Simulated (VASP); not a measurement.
Input of a VASP 6.6.1 run:

File INCAR:

```
SYSTEM = CoSn
  ALGO = Fast
  EDIFF = 1E-7
  EDIFFG = -0.004
  ENCUT = 600
  GGA = PE
  IBRION = 2
  ISIF = 3
  ISMEAR = 0
  LASPH = .True.
  LCHARG = .False.
  LREAL = .False.
  LWAVE = .False.
  NELM = 60
  NSW = 80
  PREC = Accurate
  SIGMA = 0.1
```

File KPOINTS:

```
k-points
0
Gamma
  9 9 8
  0 0 0
```

POSCAR

```
CoSn
1.0
    5.2460399300      0.0000000000      0.0000000000
   -2.6230199600      4.5432038500      0.0000000000
    0.0000000000      0.0000000000      4.1875903000
Co Sn
3 3
Direct
    0.0000000000      0.5000000000      0.0000000000
    0.5000000000      0.5000000000      0.0000000000
    0.5000000000      0.0000000000      0.0000000000
    0.6666666700      0.3333333300      0.5000000000
    0.3333333300      0.6666666700      0.5000000000
    0.0000000000      0.0000000000      0.0000000000
```

Potentials or basis: VASP PAW PBE potentials, release 64 (Co, Sn_d).

Launch:

```sh
$ cat potpaw_PBE.64/Co/POTCAR potpaw_PBE.64/Sn_d/POTCAR > POTCAR
$ mpirun -np 1 vasp_std > vasp.out
```

**Question.** What does it give for the relaxed volume?

**Answer.** 17.12 Å³/atom.

**Question.** Estimate the relaxed cell.

**Answer.** a = 5.296 Å, b = 5.296 Å, c = 4.228 Å, α = 90.00°, β = 90.00°, γ = 120.00°.

**Question.** Estimate the space group after relaxing (to 0.05 Å).

**Answer.** P6/mmm (No. 191).

**Question.** Predict the band gap on the k mesh.

**Answer.** None (metal or under the smearing width).

Step by step:
```
step  energy change (eV)  largest force (eV/Å)  pressure (GPa)  volume (Å³)
   1              0.0000                0.0000            3.93        99.81
   2              0.0013                0.0000           -3.54       105.81
   3             -0.0343                0.0000           -0.03       102.71
```

Spin polarisation is off, so any magnetic state and its effect on volume and gap are missing.
